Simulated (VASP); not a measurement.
Level of theory: SCAN meta-GGA, VASP's PBE PAW potentials (set 64) (plane waves; VASP 6.6.1).

VASP input:

KPOINTS:
```
Automatic mesh
0
Gamma
8 8 8
0 0 0
```

INCAR:
```
SYSTEM=Si
PREC=Accurate; ENCUT=520; LREAL=F
LASPH=T
EDIFF=1E-7; NELM=100; ALGO=Normal
LMIXTAU=T
ISMEAR=0; SIGMA=0.05
METAGGA=SCAN
ISIF=2
LWAVE=F; LCHARG=F
```

### POSCAR
```
Si
1
    0.0000000000     2.7671449960     2.7671449960
    2.7671449960     0.0000000000     2.7671449960
    2.7671449960     2.7671449960     0.0000000000
Si
2
Direct
  0.0000000000   0.0000000000   0.0000000000
  0.2500000000   0.2500000000   0.2500000000
```

POTCAR, in this order: Si (PBE.64 set). Program: vasp_std.

**Question.** Predict the energy per atom (σ→0), pressure.

**Answer.** 
```
Item                            Value
---------------------  --------------
energy per atom (σ→0)  -9.986 eV/atom
pressure                    -5.14 GPa
```

File OSZICAR:
```
...
DAV:  11    -0.199716570153E+02    0.32616E-02   -0.21857E-02   480   0.214E+00    0.423E-02
DAV:  12    -0.199723970851E+02   -0.74007E-03   -0.76165E-04   560   0.462E-01    0.242E-02
DAV:  13    -0.199723761974E+02    0.20888E-04   -0.28929E-04   480   0.319E-01    0.169E-02
DAV:  14    -0.199721666174E+02    0.20958E-03   -0.13519E-04   544   0.152E-01    0.694E-03
DAV:  15    -0.199720991561E+02    0.67461E-04   -0.25986E-04   544   0.209E-01    0.124E-03
DAV:  16    -0.199720990836E+02    0.72499E-07   -0.80357E-06   600   0.386E-02    0.130E-03
DAV:  17    -0.199720991113E+02   -0.27678E-07   -0.38627E-07   624   0.773E-03
   1 F= -.19972099E+02 E0= -.19972099E+02  d E =-.548128E-17
```

The compound is Si in the diamond structure. This cell is one point of a volume scan, at 1.06 of the reference volume.
